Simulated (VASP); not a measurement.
Consider the following.

```
PtS2
1.0
    1.76051    -3.04930     0.00000
    1.76051     3.04930     0.00000
    0.00000     0.00000     7.35692
Pt S
1 2
Direct
  0.00000   0.00000   0.00000
  0.33333   0.66667   0.16698
  0.66667   0.33333   0.83302
```

Calculation: TPSS meta-GGA, VASP's PBE PAW potentials (set 64) (plane waves; VASP 6.6.1). Numerical set-up: 520 eV cut-off, 7×7×3 Γ-centred mesh, Gaussian smearing of 0.050 eV, potentials Pt S.

Without a dispersion term in the relaxation, distances and binding between the weakly bound layers, chains or molecules are unreliable, and so is what depends on them.

**Question.** The ions and cell shape at fixed volume are relaxed. Predict the relaxed structure.

**Answer.** 
```
PtS2
1.0
    1.78056    -3.08402     0.00000
    1.78056     3.08402     0.00000
    0.00000     0.00000     7.19219
Pt S
1 2
Direct
  0.00000   0.00000   0.00000
  0.33333   0.66667   0.17202
  0.66667   0.33333   0.82798
```
Space group P-3m1 (164), at a tolerance of 0.03 Å.

**Question.** How much energy does the relaxation gain?

**Answer.** The energy (σ→0) changes by -7.5 meV/atom, in 6 ionic steps.

The compound is PtS2 in the 1T layered structure. This cell is one point of a volume scan, at 0.97 of the reference volume. Symmetry was kept, so distortions that lower it aren't found.
